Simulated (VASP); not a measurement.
All values below come from PBEsol GGA, VASP's PBE PAW potentials (set 64) (plane waves; VASP).

A VASP calculation is set up with these files.

**INCAR**
```
ENCUT = 620   # plane-wave cut-off (eV)
EDIFFG = -0.02   # ionic stop
LCHARG = .FALSE.
SYSTEM = MgB2
IBRION = 2   # conjugate gradients
SIGMA = 0.1
EDIFF = 1E-6   # SCF stop (eV)
ISMEAR = 1   # Methfessel-Paxton
PREC = Accurate
LASPH = .TRUE.   # aspherical one-centre terms
ALGO = Normal   # blocked Davidson
LWAVE = .FALSE.
PSTRESS = 450
ISIF = 3   # ions, shape and volume
NSW = 40
NELM = 100
GGA = PS
LREAL = .FALSE.   # projection in real space or not
```

**POSCAR**
```
MgB2
1
    1.4715203731    -2.5487473016     0.0000000000
    1.4715203731     2.5487473016     0.0000000000
    0.0000000000     0.0000000000     3.2483243506
Mg B
1 2
Direct
  0.0000000000   0.0000000000   0.0000000000
  0.3333330000   0.6666670000   0.5000000000
  0.6666670000   0.3333330000   0.5000000000
```

**KPOINTS**
```
Automatic mesh
0
Gamma
12 12 9
0 0 0
```

POTCAR, in this order: Mg B (PBE.64 set). Program: vasp_std.

Energy and stress use the plane-wave basis of the starting cell.

Q: Estimate the energy per atom (σ→0), volume per atom, band gap (on the k-mesh).

A: 
```yaml
energy per atom (σ→0): -5197 meV/atom
band gap (on the k-mesh): none (metal, semimetal or under 0.01 eV)
volume_per_atom: 7.69 Å³/atom
```

File OSZICAR:
```
...
DAV:   5    -0.155931790412E+02    0.58292E-06   -0.19244E-06  1792   0.886E-03
   5 F= -.91098257E+01 E0= -.91098166E+01  d E =-.236268E-02
       N       E                     dE             d eps       ncg     rms          rms(c)
DAV:   1    -0.155909398872E+02    0.22397E-02   -0.26039E-03  2008   0.404E-01    0.281E-02
DAV:   2    -0.155908943039E+02    0.45583E-04   -0.91604E-05  1952   0.695E-02    0.129E-02
DAV:   3    -0.155908831568E+02    0.11147E-04   -0.47444E-05  1760   0.412E-02    0.212E-03
DAV:   4    -0.155908830264E+02    0.13040E-06   -0.95964E-07  1400   0.874E-03
   6 F= -.91098875E+01 E0= -.91098853E+01  d E =-.242448E-02
```

The compound is MgB2 in the AlB2 type structure. This run relaxes it under an external pressure of 45 GPa. Symmetry was kept, so distortions that lower it aren't found.
